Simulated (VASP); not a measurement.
An input for Quantum ESPRESSO's pw.x (written as the equivalent of a VASP run, and not itself run):

```
&CONTROL
  calculation = 'vc-relax'
  pseudo_dir = './pseudo'
  outdir = './out'
  tprnfor = .true.
  tstress = .true.
  nstep = 60
  forc_conv_thr = 0.00078
/
&SYSTEM
  ibrav = 0
  nat = 6
  ntyp = 2
  ecutwfc = 86
  occupations = 'smearing'
  smearing = 'gaussian'
  degauss = 0.003675
  input_dft = 'pbe'
/
&ELECTRONS
  conv_thr = 7.3e-08
  electron_maxstep = 100
/
&IONS
/
&CELL
/
ATOMIC_SPECIES
  W 183.840 W.upf
  Se 78.971 Se.upf
CELL_PARAMETERS angstrom
     3.3188490   -0.0000000    0.0000000
    -1.6594245    2.8742072    0.0000000
    -0.0000000   -0.0000000   14.4353742
ATOMIC_POSITIONS crystal
  W    0.6666670  0.3333330  0.7500000
  W    0.3333330  0.6666670  0.2500000
  Se   0.6666670  0.3333330  0.3663911
  Se   0.3333330  0.6666670  0.8663911
  Se   0.3333330  0.6666670  0.6336089
  Se   0.6666670  0.3333330  0.1336089
K_POINTS automatic
  7 7 2 0 0 0
```

Q: Translate this input to VASP (INCAR, KPOINTS, POSCAR, choice of POTCAR).

A: One answer among several that fit: 
File POSCAR:
```
WSe2
1.0
  3.3188490304   0.0000000000   0.0000000000
 -1.6594245152   2.8742072363   0.0000000000
  0.0000000000   0.0000000000  14.4353741683
W Se
2 4
direct
  0.6666670000   0.3333330000   0.7500000000
  0.3333330000   0.6666670000   0.2500000000
  0.6666670000   0.3333330000   0.3663910924
  0.3333330000   0.6666670000   0.8663910924
  0.3333330000   0.6666670000   0.6336089076
  0.6666670000   0.3333330000   0.1336089076
```

**INCAR**
```
SYSTEM = WSe2
PREC = Accurate
ENCUT = 480
EDIFF = 1E-6
NELM = 100
ALGO = Normal
LREAL = .FALSE.
LASPH = .TRUE.
ISMEAR = 0
SIGMA = 0.05
GGA = PE
LMAXMIX = 6
LWAVE = .FALSE.
LCHARG = .FALSE.
IBRION = 2
ISIF = 3
NSW = 60
EDIFFG = -0.02
```

KPOINTS:
```
Automatic mesh
0
Gamma
7 7 2
0 0 0
```

POTCAR, in this order: W_sv Se (PBE.64 set). Program: vasp_std.

What does not carry over: the potentials are each code's own (VASP's PAW set, PseudoDojo norm-conserving files in pw.x), so ENCUT and ecutwfc are chosen apart and not converted; conv_thr bounds pw.x's estimated SCF error, while EDIFF bounds the energy change between steps; forc_conv_thr acts on force components and is met together with etot_conv_thr.

The compound is WSe2 in the 2H layered structure. This run relaxes it. Symmetry was kept, so distortions that lower it aren't found. The start is the result of an earlier pass.
